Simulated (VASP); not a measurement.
Crystal: AgB2.

```
Ag B
1.0
     3.00000    0.00000    0.00000
    -1.50000    2.59808    0.00000
     0.00000    0.00000    3.24000
Ag B
1 2
Direct
  0.00000 0.00000 0.00000
  0.66667 0.33333 0.50000
  0.33333 0.66667 0.50000
```

- Program: VASP 6.6.1
- Task: single point
- Functional: r2SCAN
- Potentials or basis: VASP PAW PBE potentials, release 64 (Ag, B)
- Cutoff: 900 eV
- k mesh: 7 × 7 × 6
- Occupations: gaussian, width 0.02 eV
- Spin: no spin polarisation

On this cell: pressure 53.2 GPa; largest force under 0.003 eV/Å; band gap on the k mesh none (metal or under the smearing width).

The same run follows on a disturbed copy (grid = ENCUT=900 k=7x7x6 ISMEAR=0 SIGMA=0.02 PREC=Accurate EDIFF=1e-08 LREAL=False ADDGRID=False LASPH=True; atoms moved at random, drawn with an rms of 0.1 Å):

```
CELL_PARAMETERS angstrom
3.00000 0.00000 0.00000
-1.50000 2.59808 0.00000
0.00000 0.00000 3.24000
ATOMIC_POSITIONS crystal
Ag 0.01720 0.00143 0.98922
B 0.65377 0.32207 0.47093
B 0.34214 0.70376 0.51561
```

Task: What changes?

Result: The energy (extrapolated to zero smearing) moves by +58.2 meV/atom; pressure 57.5 GPa; largest force 1.841 eV/Å; band gap on the k mesh none (metal or under the smearing width).

Forces on the atoms (eV/Å):
```
Ag  -0.285  0.038  0.242
B    0.118  1.270  1.043
B    0.167 -1.308 -1.285
```

Stress tensor (GPa, compression positive):
```
38.35 -0.22 -0.36
-0.22 50.72  1.10
-0.36  1.10 83.53
```

Caveats: the PAW data sets were made with another functional, which shifts forces and pressure a little; a pressure of tens of GPa on the cell as given is suspect, and the run, the potentials or the cell itself is likely at fault (some runs).
